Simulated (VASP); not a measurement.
# BN (Qingsongite): the relaxed cell at several levels

How close do the usual functionals, with and without dispersion, come to the cell of BN (Qingsongite)? The levels: LDA, PBE, r2SCAN, PBE + D3(BJ), r2SCAN + rVV10, AM05, PBE + D4 and RPBE. LASPH is on for some levels and off for others; the table marks which. The start is a cell from a database of measured crystal structures.

Calculated with VASP 6.6.1; LDA; plane waves and PAW (B, N), in the first sound run; inputs show where later runs differ.

**Measured values to reproduce.**

For BN, zinc blende (micron-sized single crystals selected from powder, 295 K), “Equation of state of cubic boron nitride at high pressures and temperatures” (2007, arxiv:cond-mat/0702656) gives, by single-crystal x-ray diffraction: lattice constant a (a at ambient conditions) 3.6152 ± 0.0002 Å.

This is a report of a sequence of runs, with most program output left out.

**1. Starting point**

Before any relaxation, the start is as follows. Symmetry: F-43m, No. 216, cubic system. The conventional cell has a = 3.615 Å, b = 3.615 Å, c = 3.615 Å, α = 90.00°, β = 90.00°, γ = 90.00°. B has 4 N at 1.57 Å nearest. Nearest to N lie 4 B at 1.57 Å. Farther neighbours and most contacts between anions are not listed.

As a file:

```xyz
2
Lattice="0.0000 1.8075 1.8075 1.8075 0.0000 1.8075 1.8075 1.8075 0.0000" Properties=species:S:1:pos:R:3 pbc="T T T"
B     0.0000    0.0000    0.0000
N     0.9038    0.9038    0.9038
```

**2. Relaxation with LDA**

The start need not lie at this functional's minimum. ISIF = 3 frees volume, shape and positions, and EDIFFG sets the threshold on forces and stress at which the search stops. LDA, the lowest rung, knows the local density alone.

Input file INCAR:

```
SYSTEM = BN
PREC = Accurate
ENCUT = 560
EDIFF = 1E-06
NELM = 100
ISMEAR = -1
SIGMA = 0.05
LREAL = .FALSE.
ALGO = Normal
GGA = CA
NBANDS = 10
LORBIT = 11
LWAVE = .FALSE.
LCHARG = .FALSE.
KPAR = 2
IBRION = 2
NSW = 60
ISIF = 3
EDIFFG = -0.01
```

Input file POSCAR:

```
BN
1.0
    0.0000000000      1.8075000000      1.8075000000
    1.8075000000      0.0000000000      1.8075000000
    1.8075000000      1.8075000000      0.0000000000
B N
1 1
Direct
    0.0000000000      0.0000000000      0.0000000000
    0.2500000000      0.2500000000      0.2500000000
```

Input file KPOINTS:

```
Automatic mesh
0
Gamma
11 11 11
0 0 0
```

PAW data sets: B and N (PBE family, release 64).

The run is started by

```bash
> mpirun -np 2 vasp_std
```

Run time: 12 s. Hardware: 2 MPI ranks of AMD EPYC 7R43, shared host; peak memory 0.18 GiB.

The gap is read on the k-mesh alone, so it is an upper bound where the band edges lie off the mesh. The PAW data sets were made with PBE, though LDA sets exist; this is a small mismatch. The run keeps the 24 symmetry operations of its start, so it cannot find a distortion of lower symmetry.

The steps of the relaxation:

| step | energy less that of the first step (eV) | largest force (eV/Å) | pressure (GPa) | volume (Å³) |
| --- | --- | --- | --- | --- |
| 1 | 0.0000 | 0.0000 | -9.64 | 11.81 |
| 2 | 0.0012 | 0.0000 | 11.18 | 11.21 |
| 3 | -0.0091 | 0.0000 | -0.05 | 11.52 |

```
conventional cell, symmetrised  before  after  change
                         a (Å)   3.615  3.585  -0.8 %
                         b (Å)   3.615  3.585  -0.8 %
                         c (Å)   3.615  3.585  -0.8 %
              volume (Å³/atom)    5.91   5.76  -2.5 %
```

The relaxed structure:

```cif
data_structure
_symmetry_space_group_name_H-M 'P 1'
_symmetry_Int_Tables_number 1
_cell_length_a 2.5348
_cell_length_b 2.5348
_cell_length_c 2.5348
_cell_angle_alpha 60.000
_cell_angle_beta 60.000
_cell_angle_gamma 60.000
_cell_volume 11.52
loop_
_atom_site_label
_atom_site_type_symbol
_atom_site_fract_x
_atom_site_fract_y
_atom_site_fract_z
_atom_site_occupancy
B1 B 0.00000 0.00000 0.00000 1
N2 N 0.25000 0.25000 0.25000 1
```

Numbers from this step:

| Quantity | Value |
| --- | --- |
| electrons | 8 |
| bands | 10 |
| irreducible k-points | 56 |
| symmetry operations | 24 |
| free energy (TOTEN) | -19.30 eV |
| Fermi energy | 8.525 eV |
| pressure | -0.04913 GPa |
| metallic | no |
| valence top at k | 0, 0, 0 |
| conduction bottom at k | 0.4545, 0.4545, 0 |
| least direct gap at k | 0, 0, 0 |
| SCF cycles over all ionic steps | 24 |
| gap on the k-mesh | 4.487 eV |
| least direct gap on the k-mesh | 8.816 eV |

It ends with forces that vanish by symmetry and a pressure of -0.05 GPa. The volume lies -2.5 % from that of the database's start, which holds the thermal and zero-point expansion of its experiment. The conventional cell has a = 3.585 Å.

**3. Relaxation with PBE**

This step: PBE; plane waves and PAW (B, N) (VASP 6.6.1).

PBE, the usual starting point, adds the gradient of the density.

INCAR: that of step 2 with these lines changed.

```diff
@@ -9,3 +9,3 @@
 ALGO = Normal
-GGA = CA
+GGA = PE
 NBANDS = 10
```

POSCAR is that of step 2.

KPOINTS is that of step 2.

The run is started by

```bash
> mpirun -np 2 vasp_std
```

Wall time 6.8 s (2 MPI ranks); peak memory 0.18 GiB; 12 s of CPU time.

The steps of the relaxation:

| step | energy less that of the first step (eV) | largest force (eV/Å) | pressure (GPa) | volume (Å³) |
| --- | --- | --- | --- | --- |
| 1 | 0.0000 | 0.0000 | 3.16 | 11.81 |
| 2 | 0.0000 | 0.0000 | -3.12 | 12.01 |
| 3 | -0.0010 | 0.0000 | 0.01 | 11.91 |

| conventional cell, symmetrised | before | after | change |
| --- | --- | --- | --- |
| a (Å) | 3.615 | 3.625 | +0.3 % |
| b (Å) | 3.615 | 3.625 | +0.3 % |
| c (Å) | 3.615 | 3.625 | +0.3 % |
| volume (Å³/atom) | 5.91 | 5.95 | +0.8 % |

The relaxed structure:

```xyz
2
Lattice="0.0000 1.8125 1.8125 1.8125 0.0000 1.8125 1.8125 1.8125 0.0000" Properties=species:S:1:pos:R:3 pbc="T T T"
B     0.0000    0.0000    0.0000
N     0.9063    0.9063    0.9063
```

This step gave:

* free energy (TOTEN): -17.45 eV
* Fermi energy: 8.262 eV
* pressure: 0.01331 GPa
* SCF cycles over all ionic steps: 23
* gap on the k-mesh: 4.553 eV
* least direct gap on the k-mesh: 8.780 eV

It ends at 5.955 Å³/atom, +0.8 % from the start, with 0.01 GPa left. The conventional cell has a = 3.625 Å.

**4. Relaxation with r2SCAN**

This step: r2SCAN; plane waves and PAW (B, N) (VASP 6.6.1).

r2SCAN adds the kinetic-energy density, costs more than a GGA and is run with LASPH.

INCAR: that of step 3 with these lines changed.

```diff
@@ -9,3 +9,4 @@
 ALGO = Normal
-GGA = PE
+METAGGA = R2SCAN
+LASPH = .TRUE.
 NBANDS = 10
```

POSCAR is that of step 3.

KPOINTS is that of step 3.

The run is started by

```bash
> mpirun -np 2 vasp_std
```

Elapsed: 38 s, on 2 MPI ranks; peak memory 0.17 GiB; 73 s of CPU time.

The PAW data sets were made with PBE, which is usual practice but a small mismatch for other functionals.

Little changed from the start: no atom moved by 0.005 Å and no cell edge by 0.1 %.

It ends at 5.897 Å³/atom, -0.1 % from the start, with 0.03 GPa left. The conventional cell has a = 3.613 Å.

**5. Relaxation with PBE + D3(BJ)**

This step: PBE with D3(BJ); plane waves and PAW (B, N) (VASP 6.6.1).

A dispersion term adds the long-range attraction that semilocal functionals lack. D3 with Becke-Johnson damping keeps a finite attraction at short range.

INCAR: that of step 4 with these lines changed.

```diff
@@ -9,4 +9,4 @@
 ALGO = Normal
-METAGGA = R2SCAN
-LASPH = .TRUE.
+GGA = PE
+IVDW = 12
 NBANDS = 10
```

POSCAR is that of step 4.

KPOINTS is that of step 4.

The run is started by

```bash
> mpirun -np 2 vasp_std
```

Run time: 7.6 s. Hardware: 2 MPI ranks; peak memory 0.21 GiB; 14 s of CPU time.

Step by step:

| step | energy less that of the first step (eV) | largest force (eV/Å) | pressure (GPa) | volume (Å³) |
| --- | --- | --- | --- | --- |
| 1 | 0.0000 | 0.0000 | -2.51 | 11.81 |
| 2 | 0.0000 | 0.0000 | 2.62 | 11.65 |
| 3 | -0.0006 | 0.0000 | 0.01 | 11.73 |

```csv
"conventional cell, symmetrised",before,after,change
a (Å),3.615,3.607,-0.2 %
b (Å),3.615,3.607,-0.2 %
c (Å),3.615,3.607,-0.2 %
volume (Å³/atom),5.91,5.87,-0.7 %
```

The relaxed structure:

```cif
data_structure
_symmetry_space_group_name_H-M 'P 1'
_symmetry_Int_Tables_number 1
_cell_length_a 2.5505
_cell_length_b 2.5505
_cell_length_c 2.5505
_cell_angle_alpha 60.000
_cell_angle_beta 60.000
_cell_angle_gamma 60.000
_cell_volume 11.73
loop_
_atom_site_label
_atom_site_type_symbol
_atom_site_fract_x
_atom_site_fract_y
_atom_site_fract_z
_atom_site_occupancy
B1 B 0.00000 0.00000 0.00000 1
N2 N 0.25000 0.25000 0.25000 1
```

It ends at 5.866 Å³/atom, -0.7 % from the start, with 0.01 GPa left. The conventional cell has a = 3.607 Å. Against plain PBE, the dispersion term moves a by -0.5 %.

**6. Relaxation with r2SCAN + rVV10**

This step: r2SCAN with rVV10; plane waves and PAW (B, N) (VASP 6.6.1).

LUSE_VDW switches on a nonlocal correlation term for dispersion.

INCAR: that of step 5 with these lines changed.

```diff
@@ -9,4 +9,8 @@
 ALGO = Normal
-GGA = PE
-IVDW = 12
+METAGGA = R2SCAN
+LUSE_VDW = .TRUE.
+IVDW_NL = 2
+BPARAM = 11.95
+CPARAM = 0.0093
+LASPH = .TRUE.
 NBANDS = 10
```

POSCAR is that of step 5.

KPOINTS is that of step 5.

The run is started by

```bash
> mpirun -np 2 vasp_std
```

Wall time 48 s (2 MPI ranks); peak memory 0.28 GiB.

It ends at 5.884 Å³/atom, -0.4 % from the start, with 0.01 GPa left. The conventional cell has a = 3.611 Å. Against plain r2SCAN, the dispersion term moves a by -0.1 %.

**7. Relaxation with AM05**

This step: AM05; plane waves and PAW (B, N) (VASP 6.6.1).

AM05 is built from the electron gas and the surface model, and does well on lattice constants.

INCAR: that of step 6 with these lines changed.

```diff
@@ -9,8 +9,3 @@
 ALGO = Normal
-METAGGA = R2SCAN
-LUSE_VDW = .TRUE.
-IVDW_NL = 2
-BPARAM = 11.95
-CPARAM = 0.0093
-LASPH = .TRUE.
+GGA = AM
 NBANDS = 10
```

POSCAR is that of step 6.

KPOINTS is that of step 6.

The run is started by

```bash
> mpirun -np 2 vasp_std
```

Wall time 11 s (2 MPI ranks); peak memory 0.19 GiB.

It ends at 5.857 Å³/atom, -0.8 % from the start, with 0.00 GPa left. The conventional cell has a = 3.605 Å.

**8. Relaxation with PBE + D4**

This step: PBE with D4; plane waves and PAW (B, N) (VASP 6.6.1).

D4 lets the coefficients depend on atomic charges too.

INCAR: that of step 7 with these lines changed.

```diff
@@ -9,3 +9,4 @@
 ALGO = Normal
-GGA = AM
+GGA = PE
+IVDW = 13
 NBANDS = 10
```

POSCAR is that of step 7.

KPOINTS is that of step 7.

The run is started by

```bash
> mpirun -np 2 vasp_std
```

The job ended after 14 s (2 MPI ranks; peak memory 0.18 GiB; 27 s of CPU time).

It ends at 5.867 Å³/atom, -0.6 % from the start, with 0.01 GPa left. The conventional cell has a = 3.607 Å. Against plain PBE, the dispersion term moves a by -0.5 %.

**9. Relaxation with RPBE**

This step: RPBE; plane waves and PAW (B, N) (VASP 6.6.1).

RPBE by itself binds more weakly than PBE and expands cells.

INCAR: that of step 8 with these lines changed.

```diff
@@ -9,4 +9,3 @@
 ALGO = Normal
-GGA = PE
-IVDW = 13
+GGA = RP
 NBANDS = 10
```

POSCAR is that of step 8.

KPOINTS is that of step 8.

The run is started by

```bash
> mpirun -np 2 vasp_std
```

It took 7.6 s on 2 MPI ranks; peak memory 0.19 GiB; 14 s of CPU time.

It ends at 6.050 Å³/atom, +2.4 % from the start, with -0.01 GPa left. The conventional cell has a = 3.644 Å.

**10. The cells as a table**

This step: relaxed cells at several levels; plane waves and PAW (VASP 6.6.1).

Derived from the runs above.

Lengths are those of the conventional cell; cost is the wall time of each run, as given at its step, times its ranks, without the set-up around it; LASPH differs between rows, which moves results and costs too. Results by level, by row:

```
         level  volume (Å³/atom)  change from the start (%)  a (Å)  cost (core minutes)  LASPH
           LDA              5.76                       -2.5  3.585                0.407    off
           PBE              5.95                        0.8  3.625                0.227    off
        r2SCAN               5.9                       -0.1  3.613                 1.27     on
  PBE + D3(BJ)              5.87                       -0.7  3.607                0.253    off
r2SCAN + rVV10              5.88                       -0.4  3.611                  1.6     on
          AM05              5.86                       -0.8  3.605                0.367    off
      PBE + D4              5.87                       -0.6  3.607                0.473    off
          RPBE              6.05                        2.4  3.644                0.253    off
```

**11. Results**

- volume, LDA: 5.758 Å³/atom
- volume, PBE: 5.955 Å³/atom
- volume, r2SCAN: 5.897 Å³/atom
- volume, PBE + D3(BJ): 5.866 Å³/atom
- volume, r2SCAN + rVV10: 5.884 Å³/atom
- volume, AM05: 5.857 Å³/atom
- volume, PBE + D4: 5.867 Å³/atom
- volume, RPBE: 6.050 Å³/atom

For BN (Qingsongite) the levels give volumes between 5.758 Å³/atom (LDA) and 6.050 Å³/atom (RPBE), a spread of 5.1 %, while the cost of the finished runs spans a factor of 7.1. Within 1 % of experiment on every length: LDA, PBE, r2SCAN, PBE + D3(BJ), r2SCAN + rVV10, AM05, PBE + D4 and RPBE. The nearest, r2SCAN, took 5.6 times the core time of PBE and lowers the largest miss from 0.27 to 0.05 %. Thermal and zero-point expansion, often some tenths of a per cent in length, bear on this order: with the measured lengths lowered by an assumed 0.4 % the nearest becomes AM05. The costs hold the number of ionic steps as well as the price of the functional. The closing table has room for seven levels; RPBE stands in the table of levels alone. Adding D3(BJ) to PBE changes the volume by -1.5 % (a by -0.5 %). Adding rVV10 to r2SCAN changes the volume by -0.2 % (a by -0.1 %). Adding D4 to PBE changes the volume by -1.5 % (a by -0.5 %). Within 0.02 Å all end in space group F-43m; the runs can't lower the symmetry of the start. LASPH is on for some levels and off for others, so differences between them are not the functional's alone. Each is a single relaxation on the plane waves of the start cell, so larger changes of volume carry a basis-set error that was not tested here.

Calculation against experiment:

```
              quantity  measured             LDA             PBE          r2SCAN    PBE + D3(BJ)  r2SCAN + rVV10            AM05        PBE + D4
lattice constant a (Å)    3.6152  3.585 (-0.8 %)  3.625 (+0.3 %)  3.613 (-0.1 %)  3.607 (-0.2 %)  3.611 (-0.1 %)  3.605 (-0.3 %)  3.607 (-0.2 %)
```

Measured values from arxiv:cond-mat/0702656 (2007).

**Verdict.** For the lattice constant a, of the levels listed nearest comes r2SCAN (-0.1 %, good agreement) and farthest LDA (-0.8 %, fair agreement). The grades are ours: good and fair within 0.7 and 1.5 % for the lattice constant a. Zero-point motion and thermal expansion (measured at up to 295 K) are not in the computed lattice constants.

[Lines on the potential files, build, host, timing and source positions are cut from VASP's logs without a mark.]

[Logs are printed without paths, hosts, clocks, repeated set-up lines and the standing remarks that a program may print on its own settings, such as how far it seeks lower states.]

[Hosts, paths, dates, database ids (printed as entryN), source tags and the programs' standing remarks are cut or masked in the printed files.]

[A measured line is paired with the nearest computed mode of its activity, which favours agreement.]
